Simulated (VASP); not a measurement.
Energy against volume of KF (rock salt). Computed with PW91 GGA, VASP's PBE PAW potentials (set 64) (plane waves; VASP).

| V (Å³/atom) | E (eV/atom) |
|---|---|
| 18.578 | -4.18554 |
| 19.170 | -4.19219 |
| 19.763 | -4.19488 |
| 20.356 | -4.19423 |
| 20.949 | -4.19075 |

**Question.** Fit a third-order Birch-Murnaghan equation of state.

**Answer.** 
```yaml
volume_per_atom: 19.93 Å³/atom
bulk_modulus: 28.9 GPa
pressure_derivative_of_the_bulk_modulus: 4.62
lattice_constant_a: 5.423 Å
```

The compound is KF in the rock salt structure. It was relaxed first.
